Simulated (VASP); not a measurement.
Input:

```
CELL_PARAMETERS angstrom
      0.00000     3.19687     3.19687
      3.19687     0.00000     3.19687
      3.19687     3.19687     0.00000
ATOMIC_POSITIONS crystal
  Ba 0.00000 0.00000 0.00000
  F  0.25000 0.25000 0.25000
  F  0.75000 0.75000 0.75000
```

These are RPBE GGA, VASP's PBE PAW potentials (set 64) (plane waves; VASP 6.6.1) values and carry that method's errors. Run with 520 eV cut-off, Gaussian smearing of 0.050 eV, potentials Ba_sv F.

Unless said otherwise, spin-orbit coupling is left out, though it shifts the bands of the heavy elements here.

Q: Give the energies of bands 7 to 15 at the high-symmetry points, in eV from the valence-band maximum.

A: 
```tsv
band	Γ	X	U	L	W
7	-1.21	-1.27	-1.08	-0.86	-1.02
8	-1.21	-0.37	-0.52	-0.86	-0.60
9	-1.21	-0.37	-0.40	-0.55	-0.32
10	-0.04	-0.25	-0.36	-0.33	-0.32
11	-0.04	-0.25	-0.14	-0.17	-0.21
12	-0.04	-0.06	-0.11	-0.17	-0.10
13	6.64	7.22	7.49	8.67	7.51
14	8.88	8.61	8.94	8.86	9.39
15	8.88	10.10	9.51	8.86	9.39
```

The gap is indirect, 6.64 eV, from the valence maximum at K-Γ at 0.43 to the conduction minimum at Γ.

Measured: gap 10.50 eV (computed value off by -3.86 eV), as given by Andrés Aguado et al., Journal of the Physical Society of Japan (1999), arXiv:cond-mat/9901145.

The compound is BaF2 in the fluorite structure. It was relaxed first, which changed the volume by +10 %.
